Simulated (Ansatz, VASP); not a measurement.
# Cross-check of CrF6 between VASP and Ansatz

One calculation is typed for both programs; each brings its own data sets. How far apart do they land? The cell is taken from a series of runs on this material, whose earlier steps may have relaxed, scaled, displaced or heated it; both programs get it as it stands.

Program: Ansatz 0.2.0. Level of theory: plane waves, with VASP 6.6.1 beside it; dielectric response at PBEsol. Results are calculated unless marked as measured.

## 1. The structure

The structure is trigonal, space group R-3 (No. 148). Conventional cell: a = 4.805 Å, b = 4.805 Å, c = 13.108 Å, α = 90.00°, β = 90.00°, γ = 120.00°. Nearest to Cr lie 6 F at 1.74 Å. Nearest to F lie 1 Cr at 1.74 Å. Farther neighbours and most contacts between anions are not listed.

## 2. Ansatz: dielectric response, PBEsol

Ansatz runs on its default PAW (the set named soft_2) files.

The response to a field tests empty states and converges slowly with the mesh.

Input file input.yaml:

```yaml
crystal:
  lattice:
    - [2.4024038718, 1.3870285221, 4.3692150558]
    - [-2.4024038718, 1.3870285221, 4.3692150558]
    - [0.0, -2.7740570442, 4.3692150558]
  atoms:
    - { symbol: Cr, position: [0.0, 0.0, 0.0] }
    - { symbol: F, position: [0.36859872, 0.0818433, 0.77900413] }
    - { symbol: F, position: [0.0818433, 0.77900413, 0.36859872] }
    - { symbol: F, position: [0.22099587, 0.63140128, 0.9181567] }
    - { symbol: F, position: [0.9181567, 0.22099587, 0.63140128] }
    - { symbol: F, position: [0.63140128, 0.9181567, 0.22099587] }
    - { symbol: F, position: [0.77900413, 0.36859872, 0.0818433] }
kpoints:
  mp_grid: { grid: [6, 6, 6] }
hamiltonian:
  xc: pbesol
scf:
  occupations: { method: fixed }
dielectric: {}
```

Command:

```bash
$ ansatz run input.yaml --threads 4 --pin off --max-ram 7372MiB --backend cpu --events-out ev --progress --plain --runs-dir out
```

Numbers of over 12 decimals in the logs are rounded to 6 here.

The program printed:

```text
Engine: ansatz 0.2.0, aarch64-unknown-linux-gnu
Pseudopotentials: kind: paw
Pseudopotential: Cr, paw, valence charge 14, recommended cutoff 420 eV (normal), Cr.paw.azcp
Pseudopotential: F, paw, valence charge 7, recommended cutoff 420 eV (normal), F.paw.azcp
Functional definition: PBEsol
  exchange = pbesol_x
  correlation = pbesol_c
Crystal: 7 atoms, lattice volume = 87.355 Å³
Basis set: ecut = 420 eV, 1707 PW (Γ), exchange–correlation on 72×72×72 points (8 copies of the dense FFT grid, shifted against one another)
Bands: 35, of which v1, the nominal top of the filled ones, is band 28 counted from 1 (27 counted from 0)
Symmetry: 6 space group operations
k-points: 112 of 216 (irreducible under 1 space group operation, time reversal used)
Non-local potential: Cr, projectors of the file, l = 0: 3, l = 1: 2, l = 2: 3, l = 3: 1
Non-local potential: F, projectors of the file, l = 0: 2, l = 1: 2, l = 2: 1
PAW form: soft (Blöchl's): semilocal exchange-correlation on the pseudo side does not see the compensation charge
PAW frozen core: Cr, regenerated for the run's functional, and the local potential with it (the file was generated under x = pbe(κ = 0.804, μ = 0.219515), c = pbe(β = 0.066725))
PAW frozen core: F, regenerated for the run's functional, and the local potential with it (the file was generated under x = pbe(κ = 0.804, μ = 0.219515), c = pbe(β = 0.066725))
PAW one-centre angular grid: Cr, 590 points (default); XC on 64 Gauss nodes
PAW one-centre angular grid: F, 110 points (default); XC on 64 Gauss nodes
Initial density: superposition of atomic densities (neutral atoms: chi_scale 0, normalization atom), corrected by the library's trained network
Initial wavefunctions: pseudopotential atomic-orbital guess
Functional: x = pbesol(κ = 0.804, μ = 0.123457), c = pbesol(β = 0.046)
SCF iter   1: F=—  HF=-8149.406043 eV  |F-HF|=—  |Δ(HF+E_count)|=         —  Δρ=1.31e-2  dr2=7.73e-2  ethr=1.77e-3  ⟨swp⟩=4.0  Hψ=14011  notcnv=0  defer=374
preconditioner: auto → Resta (q_TF=auto, 2.533 Å⁻¹)  ε∞=5.6  [insulator: Δε(μ)=1.896 eV  Ē_g=12.779 eV  n_scr=20 (ndim 8)  ℏωp=27.5 eV  f_vac=0.211  ε∞_Penn≈5.6]
SCF iter   2: F=—  HF=-8149.379980 eV  |F-HF|=—  |Δ(HF+E_count)|=   2.61e-2  Δρ=3.11e-3  dr2=5.41e-3  ethr=1.38e-4  ⟨swp⟩=2.0  Hψ=7168  notcnv=0  defer=448
SCF iter   3: F=—  HF=-8149.380217 eV  |F-HF|=—  |Δ(HF+E_count)|=   2.37e-4  Δρ=2.21e-3  dr2=3.64e-3  ethr=9.66e-6  ⟨swp⟩=2.0  Hψ=6609  notcnv=0  defer=556
SCF iter   4: F=—  HF=-8149.380278 eV  |F-HF|=—  |Δ(HF+E_count)|=   6.12e-5  Δρ=1.55e-3  dr2=2.38e-3  ethr=6.50e-6  ⟨swp⟩=2.0  Hψ=3925  notcnv=0  defer=556
SCF iter   5: F=—  HF=-8149.380281 eV  |F-HF|=—  |Δ(HF+E_count)|=   3.56e-6  Δρ=7.11e-4  dr2=5.12e-4  ethr=4.25e-6  ⟨swp⟩=2.0  Hψ=3925  notcnv=0  defer=556
SCF iter   6: F=—  HF=-8149.380293 eV  |F-HF|=—  |Δ(HF+E_count)|=   1.18e-5  Δρ=1.48e-4  dr2=2.09e-5  ethr=9.15e-7  ⟨swp⟩=1.0  Hψ=3697  notcnv=0  defer=224
SCF iter   7: F=—  HF=-8149.380294 eV  |F-HF|=—  |Δ(HF+E_count)|=   1.38e-6  Δρ=2.42e-5  dr2=7.27e-7  ethr=3.74e-8  ⟨swp⟩=1.0  Hψ=3697  notcnv=0  defer=223
SCF iter   8: F=—  HF=-8149.380296 eV  |F-HF|=—  |Δ(HF+E_count)|=   1.88e-6  Δρ=6.41e-6  dr2=4.46e-8  ethr=1.30e-9  ⟨swp⟩=2.0  Hψ=5283  notcnv=0  defer=223
SCF iter   9: F=—  HF=-8149.380296 eV  |F-HF|=—  |Δ(HF+E_count)|=   1.90e-8  Δρ=1.14e-6  dr2=2.23e-9  ethr=7.96e-11  ⟨swp⟩=2.1  Hψ=4931  notcnv=0  defer=223
SCF iter  10: F=-8149.380296 eV  HF=-8149.380296 eV  |F-HF|=1.00e-10  |Δ(HF+E_count)|=   2.37e-9  Δρ=2.37e-7  dr2=7.63e-11  ethr=1.00e-12  ⟨swp⟩=8.8  Hψ=13860  notcnv=0
SCF 1 converged in 10 iterations: F = -8149.380296 eV  dr2 = 7.63e-11
  greatest PAW one-centre occupation: 1.000 electrons in one spin orbital (limit 2), on the Cr atom at site 0 (counted from 0), in its partial waves of l = 0
NSCF: frozen V_eff on 6 k-points
DFPT response loops at Γ: preconditioner auto → none (the input reference at scf.mixing.eps_inf says where Resta's filter doesn't serve); β = 0.50; Broyden in place of MSR1
── the response to a field inside a basis, on 6×6×6 k-points: an SCF that follows is theirs, and a resumed run solves both again ──
Bands: 29, of which v1, the nominal top of the filled ones, is band 28 counted from 1 (27 counted from 0)
k-points: 38 of 216
Initial density: handed on by an earlier stage of this run
Initial wavefunctions: pseudopotential atomic-orbital guess (no wavefunctions were taken with the density)
Eigensolver: Dense (38 Hₖ)
SCF iter   1: F=—  HF=-8149.355158 eV  |F-HF|=—  |Δ(HF+E_count)|=         —  Δρ=6.18e-4  dr2=6.31e-5  ethr=1.00e-1
preconditioner: auto → Resta (q_TF=auto, 2.533 Å⁻¹)  ε∞=11.6  [insulator: Δε(μ)=1.902 eV  Ē_g=8.459 eV  n_scr=20 (ndim 8)  ℏωp=27.5 eV  f_vac=0.201  ε∞_Penn≈11.6]
SCF iter   2: F=—  HF=-8149.355150 eV  |F-HF|=—  |Δ(HF+E_count)|=   7.67e-6  Δρ=3.28e-4  dr2=7.24e-5  ethr=1.13e-7
SCF iter   3: F=—  HF=-8149.355162 eV  |F-HF|=—  |Δ(HF+E_count)|=   1.20e-5  Δρ=4.35e-4  dr2=1.58e-4  ethr=1.13e-7  recentre
SCF iter   4: F=—  HF=-8149.355147 eV  |F-HF|=—  |Δ(HF+E_count)|=   1.49e-5  Δρ=6.35e-5  dr2=2.15e-6  ethr=1.13e-7
SCF iter   5: F=—  HF=-8149.355147 eV  |F-HF|=—  |Δ(HF+E_count)|=   1.39e-7  Δρ=1.76e-5  dr2=3.74e-7  ethr=3.83e-9
SCF iter   6: F=-8149.355147 eV  HF=-8149.355147 eV  |F-HF|=7.20e-9  |Δ(HF+E_count)|=   2.79e-9  Δρ=3.23e-6  dr2=8.01e-9  ethr=6.67e-10
SCF 1 converged in 6 iterations: F = -8149.355147 eV  dr2 = 8.01e-9
  greatest PAW one-centre occupation: 1.001 electrons in one spin orbital (limit 2), on the Cr atom at site 0 (counted from 0), in its partial waves of l = 0
DFPT response loops at Γ: mixed as the last ones told, above
SCF converged after 10 iterations
Free energy (F): -8149.380296 eV
Harris-Foulkes:  -8149.380296 eV  (|F-HF|=1.00e-10)
Internal energy: -8149.380296 eV  (E = F + TS)
E sigma→0 (E₀):  -8149.380296 eV
Fermi energy:    -0.468279 eV
--- Per-component energies (eV) ---
  E_band       = -744.203915
  E_kinetic    = 1561.730880
  E_local      = -6369.650521  (includes V_loc(G=0)·N_el)
  E_nonlocal   = 512.720389
  E_hartree    = 2472.106582
  E_xc         = -604.233075
  E_vxc        = -777.700335  (∫ρ·V_xc dr)
  E_paw        = -2317.273414  (= ΣΔE_a)
  E_vpaw       = -615.529941  (= ΣTr[D̂ρ^β])
  E_aug_tail   = 0.012419  (compensation charges beyond the density's cutoff)
  E_ewald      = -3405.208212
  E_core_change = 0.414655  (= ΣΔE_core)
  E_smearing   = -0.000000  (= −TS)
  E_closure    = 0.000000  (closes the sum)
  Σ components = -8149.380296   (vs F -8149.380296, Δ=0.00e0)
--- Band table (eV; the first three rows and the last of 112) ---
  k-point 0: bands = [... 24 lower, -0.7465, -0.7056, -0.6647, -0.6647, 1.4160, 1.6208, 1.6208, 4.9268, ... 3 higher]
  k-point 1: bands = [... 24 lower, -0.8295, -0.7504, -0.6336, -0.5536, 1.4783, 1.5921, 1.6614, 4.8953, ... 3 higher]
  k-point 2: bands = [... 24 lower, -0.8092, -0.6730, -0.6348, -0.5569, 1.4971, 1.5810, 1.7562, 4.8267, ... 3 higher]
  k-point 111: bands = [... 24 lower, -0.8084, -0.8084, -0.6128, -0.6128, 1.5819, 1.7046, 1.7046, 4.8559, ... 3 higher]
--- Dielectric response (ions clamped): 3 representative field directions + reference, inside a basis on a mesh of 216 k-points (Σ response iterations 18) ---
  ε∞ (high-frequency dielectric tensor):
        3.261020    -0.000000     0.000000
       -0.000000     3.261020    -0.000000
        0.000000    -0.000000     3.171139
  Born effective charges Z* (e; rows j = field, columns β = displacement):
    site 0:
         4.81013    0.03894    0.00000
        -0.03894    4.81013   -0.00000
         0.00000   -0.00000    4.39748
    site 1:
        -0.58737   -0.40153   -0.30196
        -0.38855   -1.01601   -0.51122
        -0.27570   -0.47366   -0.73291
    site 2:
        -0.56673    0.37664   -0.29175
         0.38962   -1.03665    0.51712
        -0.27235    0.47559   -0.73291
    site 3:
        -1.25096    0.00543    0.59371
         0.01841   -0.35241   -0.00590
         0.54805   -0.00193   -0.73291
    site 4:
        -0.56673    0.37664   -0.29175
         0.38962   -1.03665    0.51712
        -0.27235    0.47559   -0.73291
    site 5:
        -0.58737   -0.40153   -0.30196
        -0.38855   -1.01601   -0.51122
        -0.27570   -0.47366   -0.73291
    site 6:
        -1.25096    0.00543    0.59371
         0.01841   -0.35241   -0.00590
         0.54805   -0.00193   -0.73291
  Z* charge neutrality: 9.406e-4 e pre-enforcement
  solved inside a basis spanned on kpoints, on 6×6×6 k-points, its susceptibility summed on 10×10×10: ε∞ is read to err by 7.8e-3, Z* by 1.7e-2 e (field_mesh: kpoints solves on kpoints); Z* is corrected for what the basis lacks
```

(Part 1 of 2 ends here.)

[Lines on the potential files, build, host, timing and source positions are cut from VASP's logs without a mark.]

[Logs are printed without paths, hosts, clocks, repeated set-up lines and the standing remarks that a program may print on its own settings, such as how far it seeks lower states.]

[Hosts, paths, dates, database ids (printed as entryN), source tags and the programs' standing remarks are cut or masked in the printed files.]
